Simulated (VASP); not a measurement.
Computed with PBE GGA, VASP's PBE PAW potentials (set 64) (plane waves; VASP 6.6.1).

VASP ran on this input.

INCAR:
```
NELM=100
LREAL=F   # projection in real space or not
ALGO=Normal   # blocked Davidson
LASPH=T   # aspherical one-centre terms
PREC=Accurate
SYSTEM=WC
ENCUT=700
ISMEAR=1
LWAVE=F
SIGMA=0.1   # width (eV)
LMAXMIX=6   # l cut-off of mixed one-centre charges
GGA=PE   # PBE
LCHARG=F
ISIF=2   # forces and stress, cell fixed
EDIFF=1E-6
```

File KPOINTS:
```
kpoints
0
gamma
 13 13 11
```

File POSCAR:
```
WC
2.89680
  0.5123239437  -0.8873712372   0.0000000000
  0.5123239437   0.8873712372   0.0000000000
  0.0000000000   0.0000000000   1.0000000000
W C
1 1
direct
  0.0000000000   0.0000000000   0.0000000000
  0.3333330000   0.6666670000   0.5000000000
```

POTCAR, in this order: W_sv C (PBE.64 set). Program: vasp_std.

Unless said otherwise, spin-orbit coupling is left out, though it shifts the bands of the heavy elements here.

Problem. Estimate the energy per atom (σ→0), pressure, band gap (on the k-mesh).

Solution. 
```
Item                                                         Value
------------------------  ----------------------------------------
energy per atom (σ→0)                              -11.200 eV/atom
band gap (on the k-mesh)  none (metal, semimetal or under 0.01 eV)
pressure                                                -16.31 GPa
```

OSZICAR:
```
...
DAV:   7    -0.224302711387E+02    0.98479E-01   -0.51611E-01  3456   0.630E+00    0.533E+00
DAV:   8    -0.224019056010E+02    0.28366E-01   -0.94599E-02  3566   0.302E+00    0.765E-01
DAV:   9    -0.224008895265E+02    0.10161E-02   -0.39111E-03  3631   0.566E-01    0.159E-01
DAV:  10    -0.224008171390E+02    0.72388E-04   -0.33026E-04  3781   0.243E-01    0.678E-02
DAV:  11    -0.224008170726E+02    0.66391E-07   -0.18575E-05  3601   0.442E-02    0.109E-02
DAV:  12    -0.224008159210E+02    0.11516E-05   -0.51821E-06  3501   0.240E-02    0.221E-03
DAV:  13    -0.224008159679E+02   -0.46909E-07   -0.86545E-08  1673   0.330E-03
   1 F= -.22400816E+02 E0= -.22400687E+02  d E =-.387107E-03
```

The compound is WC in the wc structure. The cell was not relaxed at this level. The run is one of a series of settings (ENCUT = 700 against the base run), some of them coarse on purpose.
